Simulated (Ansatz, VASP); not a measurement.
# Te in two plane-wave programs, part 2 of 2

One calculation is typed for both programs; each brings its own data sets and cutoff. How far apart do they land?

VASP 6.6.1 and Ansatz 0.2.0.

So far: Starting point; VASP: band structure, B3LYP with an exact-exchange share of 0.2; Ansatz: band structure, B3LYP with an exact-exchange share of 0.2.

**4. Comparison**

Known differences besides the potentials themselves: exact exchange at q = 0 is treated differently, which shows on coarse meshes; VASP keeps PBE cores, Ansatz makes them for the functional; the data sets hold 48 valence electrons in Ansatz (default PAW (the set named soft_2) files) and 18 in VASP; the cutoff is 420 eV in Ansatz and 400 eV in VASP; VASP's log shows a relativistic correction to its local exchange, Ansatz's none; VASP takes a coarser grid for exact exchange (PRECFOCK = Fast). Total energies have different zeros and are not compared.

Compared:

```tsv
quantity	Ansatz	VASP	difference
gap over the path points (eV)	0.964	0.911	+0.054
```

Forces (eV/Å; atoms numbered as in POSCAR):

```tsv
atom	Ansatz x, y, z	VASP x, y, z
Te1	-0.070, 0.000, 0.000	-0.067, 0.000, 0.000
Te2	0.035, -0.060, 0.000	0.033, -0.058, 0.000
Te3	0.035, 0.060, 0.000	0.033, 0.058, 0.000
```

Levels at points of the path, from each program's valence-band top (eV; 4 filled, then empty):

```tsv
k (reciprocal lattice)	Ansatz	VASP
0.000 0.000 0.000	-2.99 -1.86 -1.86 -0.93 1.91 1.91 2.63	-3.01 -1.88 -1.88 -0.94 1.91 1.91 2.66
0.400 0.000 0.000	-4.01 -3.20 -1.18 -0.97 1.82 1.97 4.36	-4.02 -3.21 -1.18 -0.97 1.79 1.96 4.34
0.400 0.200 0.000	-3.64 -3.59 -2.33 -2.29 3.00 3.39 4.50	-3.65 -3.60 -2.34 -2.30 3.00 3.40 4.53
0.200 0.200 0.000	-3.39 -2.33 -1.88 -1.84 2.75 2.93 3.22	-3.41 -2.34 -1.89 -1.85 2.74 2.91 3.23
0.000 0.000 0.100	-2.81 -1.84 -1.81 -0.94 1.84 1.85 2.53	-2.83 -1.85 -1.84 -0.95 1.84 1.84 2.55
0.000 0.000 0.500	-2.92 -1.58 -1.22 -1.22 1.38 1.52 1.52	-2.93 -1.58 -1.22 -1.22 1.38 1.50 1.50
0.400 0.000 0.500	-3.83 -2.55 -2.23 -0.61 2.02 2.85 3.46	-3.85 -2.56 -2.24 -0.61 2.00 2.86 3.48
0.400 0.200 0.500	-4.97 -1.42 -1.01 -0.05 1.43 2.40 2.83	-4.99 -1.43 -1.02 -0.05 1.40 2.40 2.83
0.367 0.267 0.500	-5.29 -1.22 -0.39 0.00 1.16 2.31 2.50	-5.31 -1.23 -0.40 0.00 1.12 2.31 2.50
0.333 0.333 0.500	-5.44 -1.16 -0.03 -0.03 0.96 2.34 2.34	-5.45 -1.16 -0.03 -0.03 0.91 2.34 2.34
```

The forces differ by 1.9 meV/Å r.m.s., which is 4.8 % of the r.m.s. force of 0.04 eV/Å (both taken over all components). Among the levels compared at these points, filled levels agree within 25 meV and empty ones within 54 meV.

**5. VASP: band structure, HSE03**

Levels along a path test the potential and the projectors away from the mesh points.

The run reads the wave functions of an earlier VASP run, which isn't shown here.

INCAR reads:

```
SYSTEM = Te
PREC = Accurate
ENCUT = 400
EDIFF = 1E-06
NELM = 100
ISMEAR = 0
SIGMA = 0.02
LREAL = .FALSE.
ALGO = Normal
LHFCALC = .TRUE.
AEXX = 0.25
GGA = PE
HFSCREEN = 0.3
LASPH = .TRUE.
NBANDS = 15
PRECFOCK = Fast
LORBIT = 11
LWAVE = .FALSE.
LCHARG = .FALSE.
KPAR = 4
```

POSCAR reads:

```
Te
1.0
    4.4572000000      0.0000000000      0.0000000000
   -2.2286000000      3.8600484297      0.0000000000
    0.0000000000      0.0000000000      5.9290000000
Te
3
Direct
    0.2633000000      0.0000000000      0.3333333333
    0.0000000000      0.2633000000      0.6666666667
    0.7367000000      0.7367000000      0.0000000000
```

KPOINTS reads:

```
Automatic mesh
0
Gamma
4 4 3
0 0 0
```

KPOINTS_OPT reads:

```
Line mode
6
Line-mode
Reciprocal
  0.00000000   0.00000000   0.00000000 GAMMA
  0.50000000   0.00000000   0.00000000 M

  0.50000000   0.00000000   0.00000000 M
  0.33333333   0.33333333   0.00000000 K

  0.33333333   0.33333333   0.00000000 K
  0.00000000   0.00000000   0.00000000 GAMMA

  0.00000000   0.00000000   0.00000000 GAMMA
  0.00000000   0.00000000   0.50000000 A

  0.00000000   0.00000000   0.50000000 A
  0.50000000   0.00000000   0.50000000 L

  0.50000000   0.00000000   0.50000000 L
  0.33333333   0.33333333   0.50000000 H

  0.33333333   0.33333333   0.50000000 H
  0.00000000   0.00000000   0.50000000 A

  0.50000000   0.00000000   0.50000000 L
  0.50000000   0.00000000   0.00000000 M

  0.33333333   0.33333333   0.00000000 K
  0.33333333   0.33333333   0.50000000 H
```

PAW data sets: Te (PBE family, release 64).

The run is started by

```
mpirun -np 4 vasp_std
```

Numbers of over 12 decimals in the logs are rounded to 6 here.

The program printed:

```text
[banner, memory and clock lines left out]
running    4 mpi-ranks, on    1 nodes
[...]
LDA part: xc-table for (Slater+PW92), standard interpolation
 found WAVECAR, reading the header
 POSCAR, INCAR and KPOINTS ok, starting setup
[...]
reading WAVECAR
 the WAVECAR file was read successfully
 initial charge from wavefunction
 entering main loop
       N       E                     dE             d eps       ncg     rms          rms(c)
DAV:   1    -0.113626937982E+02   -0.11363E+02   -0.24159E+00   270   0.102E+01    0.201E+01
DAV:   2    -0.113728159497E+02   -0.10122E-01   -0.39959E-02   387   0.152E+00    0.135E+01
DAV:   3    -0.113712356162E+02    0.15803E-02   -0.14392E-03   370   0.208E-01    0.842E+00
DAV:   4    -0.113706745899E+02    0.56103E-03   -0.37853E-04   340   0.105E-01    0.508E+00
DAV:   5    -0.113705152527E+02    0.15934E-03   -0.10021E-04   354   0.552E-02    0.305E+00
DAV:   6    -0.113704711597E+02    0.44093E-04   -0.25287E-05   333   0.289E-02    0.182E+00
[...]
DAV:   8    -0.113704591178E+02    0.15582E-05   -0.17881E-06   247   0.854E-03    0.647E-01
DAV:   9    -0.113704599311E+02   -0.81330E-06   -0.11165E-06   212   0.705E-03
   1 F= -.11370460E+02 E0= -.11370460E+02  d E =-.790422E-11
 Start KPOINTS_OPT (optional k-point list driver)
k-point batch [1-9\54]
       N       E                     dE             ncg
DAV:   1     0.656290620534E+03   -0.19550E+04      270
DAV:   2     0.741120880782E+01   -0.64888E+03      354
DAV:   3    -0.688067482610E+02   -0.76218E+02      333
DAV:   4    -0.710506545880E+02   -0.22439E+01      419
DAV:   5    -0.710751533513E+02   -0.24499E-01      354
DAV:   6    -0.710754308274E+02   -0.27748E-03      405
DAV:   7    -0.710754344736E+02   -0.36463E-05      264
DAV:   8    -0.710754345483E+02   -0.74617E-07      254
[...]
k-point batch [46-54\54]
       N       E                     dE             ncg
DAV:   1     0.555214281709E+03   -0.37549E+04      270
DAV:   2    -0.443815946651E+02   -0.59960E+03      354
DAV:   3    -0.107039071047E+03   -0.62657E+02      326
DAV:   4    -0.109021269584E+03   -0.19822E+01      419
DAV:   5    -0.109044239895E+03   -0.22970E-01      333
DAV:   6    -0.109044486982E+03   -0.24709E-03      398
DAV:   7    -0.109044490296E+03   -0.33139E-05      248
DAV:   8    -0.109044490374E+03   -0.78055E-07      247
```

From OUTCAR (step 5):

```text
 POSITION                                       TOTAL-FORCE (eV/Angst)
 -----------------------------------------------------------------------------------
      1.17358      0.00000      1.97633        -0.084133     -0.000000     -0.000000
     -0.58679      1.01635      3.95267         0.042066     -0.072861      0.000000
      1.64181      2.84370      0.00000         0.042066      0.072861     -0.000000
 -----------------------------------------------------------------------------------
    total drift:                               -0.000001     -0.000001     -0.000000

  FREE ENERGIE OF THE ION-ELECTRON SYSTEM (eV)
  ---------------------------------------------------
  free  energy   TOTEN  =       -11.3704599311 eV

  energy  without entropy=      -11.3704599311  energy(sigma->0) =      -11.37045993

[... 2 parts as in an earlier step ...]

[... 1 further part left out ...]
[key lines of the parts left out:]
E-fermi :   5.3993
```

**6. Ansatz: band structure, HSE03**

The same cell, functional, mesh and smearing now go to Ansatz, which takes its cutoff from its data sets.

input.yaml reads:

```yaml
crystal:
  lattice:
    - [4.4572, 0.0, 0.0]
    - [-2.2286, 3.8600484297, 0.0]
    - [0.0, 0.0, 5.929]
  atoms:
    - { symbol: Te, position: [0.2633, 0.0, 0.3333333333] }
    - { symbol: Te, position: [0.0, 0.2633, 0.6666666667] }
    - { symbol: Te, position: [0.7367, 0.7367, 0.0] }
hamiltonian:
  xc: { exchange: pbe, correlation: pbe, exx: { coeff: 0.25, omega: 0.3 } }
  pseudopotentials: { kind: paw }
kpoints:
  mp_grid: { grid: [4, 4, 3] }
  band_path:
    path:
      - [0.0, 0.0, 0.0]
      - [0.4, 0.0, 0.0]
      - [0.4, 0.2, 0.0]
      - [0.2, 0.2, 0.0]
      - [0.0, 0.0, 0.1]
      - [0.0, 0.0, 0.5]
      - [0.4, 0.0, 0.5]
      - [0.4, 0.2, 0.5]
      - [0.36667, 0.26667, 0.5]
      - [0.33333, 0.33333, 0.5]
      - [0.2, 0.2, 0.5]
      - [0.5, 0.0, 0.4]
      - [0.33333, 0.33333, 0.0]
      - [0.33333, 0.33333, 0.5]
    npoints: 1
scf:
  occupations: { method: gaussian, width: 0.02 }
  n_extra_bands: 7
output:
  forces: true
  stress: true
  eigenvalues: true
```

The run is started by

```
ansatz run input.yaml --threads 4 --pin off --max-ram 9216MiB --backend cpu --events-out ev --progress --plain --runs-dir out
```

The program printed:

```text
[...]
Crystal: 3 atoms, lattice volume = 102.008 Å³
Basis set: ecut = 420 eV, 2017 PW (Γ), exchange–correlation on 60×60×80 points (8 copies of the dense FFT grid, shifted against one another)
Bands: 31, of which v1, the nominal top of the filled ones, is band 24 counted from 1 (23 counted from 0)
Symmetry: 6 space group operations
[...]
k-points: 9 of 48 (time reversal used)
[...]
--- Band table (eV; the first three rows and the last of 9) ---
  k-point 0: bands = [... 20 lower, 5.5193, 6.6421, 6.6421, 7.5942, 9.8805, 9.8805, 10.5591, 13.9090, ... 3 higher]
  k-point 1: bands = [... 20 lower, 5.7515, 6.8607, 7.0137, 7.4639, 9.4260, 9.4370, 9.7790, 13.1503, ... 3 higher]
  k-point 2: bands = [... 20 lower, 4.8164, 6.8001, 7.3411, 7.5435, 9.7543, 9.9882, 10.8590, 12.7726, ... 3 higher]
  k-point 8: bands = [... 20 lower, 4.0991, 5.9140, 7.4317, 8.1554, 9.5850, 10.5253, 11.5899, 13.7887, ... 3 higher]
[key lines of the parts left out:]
Free energy (F): -20952.897494 eV
Fermi energy:    8.790958 eV
P = ⅓ Tr σ = 0.5948 GPa (5.948 kbar)
```

Elapsed: 58 s, on 4 threads of Arm Neoverse V2, shared host; peak memory 0.99 GiB.

**7. Comparison**

Compared:

```tsv
quantity	Ansatz	VASP	difference
gap over the path points (eV)	0.507	0.461	+0.046
```

Forces (eV/Å; atoms numbered as in POSCAR):

```tsv
atom	Ansatz x, y, z	VASP x, y, z
Te1	-0.064, 0.000, 0.000	-0.084, 0.000, 0.000
Te2	0.032, -0.056, 0.000	0.042, -0.073, 0.000
Te3	0.032, 0.056, 0.000	0.042, 0.073, 0.000
```

Levels at points of the path, from each program's valence-band top (eV; 4 filled, then empty):

```tsv
k (reciprocal lattice)	Ansatz	VASP
0.000 0.000 0.000	-2.95 -1.83 -1.83 -0.87 1.41 1.41 2.09	-2.96 -1.82 -1.82 -0.85 1.41 1.41 2.13
0.400 0.000 0.000	-3.97 -3.15 -1.16 -0.94 1.28 1.43 3.57	-3.96 -3.14 -1.16 -0.93 1.28 1.44 3.59
0.400 0.200 0.000	-3.59 -3.54 -2.31 -2.26 2.46 2.88 4.00	-3.58 -3.54 -2.31 -2.25 2.47 2.90 4.03
0.200 0.200 0.000	-3.35 -2.29 -1.88 -1.83 2.22 2.45 2.72	-3.35 -2.29 -1.86 -1.83 2.23 2.44 2.75
0.000 0.000 0.100	-2.77 -1.80 -1.79 -0.89 1.34 1.35 1.99	-2.77 -1.79 -1.79 -0.86 1.34 1.34 2.01
0.000 0.000 0.500	-2.87 -1.54 -1.19 -1.19 0.84 0.96 0.96	-2.85 -1.52 -1.18 -1.18 0.86 0.95 0.95
0.400 0.000 0.500	-3.79 -2.50 -2.19 -0.65 1.54 2.32 2.92	-3.78 -2.50 -2.18 -0.65 1.54 2.35 2.95
0.400 0.200 0.500	-4.94 -1.45 -1.02 -0.07 1.00 1.91 2.35	-4.93 -1.43 -1.03 -0.07 0.98 1.93 2.37
0.367 0.267 0.500	-5.27 -1.24 -0.41 0.00 0.74 1.82 2.02	-5.26 -1.23 -0.42 0.00 0.71 1.84 2.04
0.333 0.333 0.500	-5.42 -1.17 -0.02 -0.02 0.51 1.84 1.84	-5.40 -1.16 -0.01 -0.01 0.46 1.87 1.87
```

The forces differ by 11 meV/Å r.m.s., which is 23.4 % of the r.m.s. force of 0.05 eV/Å (both taken over all components). Among the levels compared at these points, filled levels agree within 22 meV and empty ones within 46 meV.

**8. Results**

- difference in gap over the path points (band structure, B3LYP with an exact-exchange share of 0.2): 0.054 eV
- difference in gap over the path points (band structure, HSE03): 0.046 eV
- r.m.s. force difference (band structure, HSE03): 11 meV/Å

What this shows: The r.m.s. force difference is 11 meV/Å (band structure, HSE03), within the 12 meV/Å picked in this series as the mark of a large difference. How closely two codes agree says nothing of how well the functional describes the real material.

[Lines on the potential files, build, host, timing and source positions are cut from VASP's logs without a mark.]

[Logs are printed without paths, hosts, clocks, repeated set-up lines and the standing remarks that a program may print on its own settings, such as how far it seeks lower states.]

[Hosts, paths, dates, database ids (printed as entryN), source tags and the programs' standing remarks are cut or masked in the printed files.]
